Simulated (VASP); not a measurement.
A convergence study with VASP on GaP (zinc blende): one setting is varied, all else stays as given below, so the limit is that of these other settings. Each run relaxes cell and ions from the cell shown.

```yaml
crystal:
  lattice:
    - [0.00000, 2.72500, 2.72500]
    - [2.72500, 0.00000, 2.72500]
    - [2.72500, 2.72500, 0.00000]
  atoms:
    - { symbol: Ga, position: [0.00000, 0.00000, 0.00000] }
    - { symbol: P, position: [0.25000, 0.25000, 0.25000] }
```

The numbers are results of PBE GGA, VASP's PBE PAW potentials (set 64) (plane waves; VASP), not measurements. The tightest run used: 550 eV cut-off, 12×12×12 Γ-centred mesh, Gaussian smearing of 0.050 eV, potentials Ga_d P.

Gaps are read on the run's mesh, which can miss a band edge.

```csv
setting,relaxed volume (Å³/atom),E (eV/atom),gap on the mesh (eV),irreducible k-points
2×2×2 mesh,22.553,-3.5038,0.861,3
3×3×3 mesh,21.235,-4.3195,1.405,4
4×4×4 mesh,20.957,-4.4943,1.529,8
```

### Question
These are the cheaper rows. Estimate the results at 12×12×12 mesh, and how far the last row shown lies from them.

### Answer

```
quantity                  tightest run  last row shown is off by
------------------------  ------------  ------------------------
relaxed volume (Å³/atom)        20.863                     0.095
E (eV/atom)                    -4.5639                    0.0696
gap on the mesh (eV)             1.577                    -0.048
```

Left out are rungs that failed or repeat a setting and relaxations that didn't move; long series are thinned to 24 rows.

The compound is GaP in the zinc blende structure.
